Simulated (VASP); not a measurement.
All values below come from PBE GGA, VASP's PBE PAW potentials (set 64) (plane waves; VASP).

VASP input:

### KPOINTS
```
K-points
0
Gamma
  8 8 8
```

INCAR:
```
SYSTEM = MgS
PREC = Accurate; ENCUT = 400; LREAL = .FALSE.
LASPH = .TRUE.
EDIFF = 1E-6; NELM = 100; ALGO = Normal
ISMEAR = 0; SIGMA = 0.05
GGA = PE
ISIF = 2
LWAVE = .FALSE.; LCHARG = .FALSE.
```

**POSCAR**
```
MgS
3.6769550
  0.0000000000   0.7071068316   0.7071068316
  0.7071068316   0.0000000000   0.7071068316
  0.7071068316   0.7071068316   0.0000000000
Mg S
1 1
direct
  0.0000000000   0.0000000000   0.0000000000
  0.5000000000   0.5000000000   0.5000000000
```

POTCAR, in this order: Mg S (PBE.64 set). Program: vasp_std.

The resulting files:

**OSZICAR**
```
       N       E                     dE             d eps       ncg     rms          rms(c)
DAV:   1     0.175296589692E+02    0.17530E+02   -0.35120E+03   488   0.672E+02
DAV:   2    -0.818350477148E+01   -0.25713E+02   -0.24516E+02   640   0.970E+01
DAV:   3    -0.890314361321E+01   -0.71964E+00   -0.71964E+00   608   0.217E+01
DAV:   4    -0.890537990339E+01   -0.22363E-02   -0.22363E-02   720   0.131E+00
DAV:   5    -0.890538319613E+01   -0.32927E-05   -0.32927E-05   624   0.435E-02    0.441E+00
DAV:   6    -0.854170119670E+01    0.36368E+00   -0.93706E-01   496   0.480E+00    0.348E+00
DAV:   7    -0.850113803878E+01    0.40563E-01   -0.23692E-01   608   0.260E+00    0.231E+00
DAV:   8    -0.850125259740E+01   -0.11456E-03   -0.13192E-02   576   0.967E-01    0.893E-01
DAV:   9    -0.850108205003E+01    0.17055E-03   -0.52257E-04   560   0.186E-01    0.276E-01
DAV:  10    -0.850112140175E+01   -0.39352E-04   -0.14216E-04   656   0.784E-02    0.133E-02
DAV:  11    -0.850111919470E+01    0.22071E-05   -0.20597E-05   576   0.236E-02    0.108E-02
DAV:  12    -0.850111919741E+01   -0.27089E-08   -0.37347E-07   296   0.536E-03
   1 F= -.85011192E+01 E0= -.85011192E+01  d E =-.147672E-15
```

OUTCAR:
```
------------------------ aborting loop because EDIFF is reached ----------------------------------------
  FORCE on cell =-STRESS in cart. coord.  units (eV):
  Direction    XX          YY          ZZ          XY          YZ          ZX
  --------------------------------------------------------------------------------------
  Total        0.2266694      0.2266694      0.2266694      0.0000000      0.0000000      0.0000000
  in kB       10.3312627     10.3312627     10.3312627      0.0000000      0.0000000      0.0000000
  external PRESSURE =      10.3312627 kB  Pullay stress =       0.0000000 kB
  volume of cell :       35.15
      direct lattice vectors                 reciprocal lattice vectors
     0.000000000  2.600000000  2.600000000    -0.192307692  0.192307692  0.192307692
     2.600000000  0.000000000  2.600000000     0.192307692 -0.192307692  0.192307692
     2.600000000  2.600000000  0.000000000     0.192307692  0.192307692 -0.192307692
 POSITION                                       TOTAL-FORCE (eV/Angst)
 -----------------------------------------------------------------------------------
      0.00000      0.00000      0.00000        -0.000000      0.000000      0.000000
      2.60000      2.60000      2.60000         0.000000     -0.000000     -0.000000
 -----------------------------------------------------------------------------------
    total drift:                               -0.000000     -0.000000      0.000000
  FREE ENERGIE OF THE ION-ELECTRON SYSTEM (eV)
  ---------------------------------------------------
  free  energy   TOTEN  =        -8.5011191974 eV

  energy  without entropy=       -8.5011191974  energy(sigma->0) =       -8.50111920
```
(Selected blocks of OUTCAR.)

The compound is MgS in the rock salt structure. The cell was not relaxed at this level.
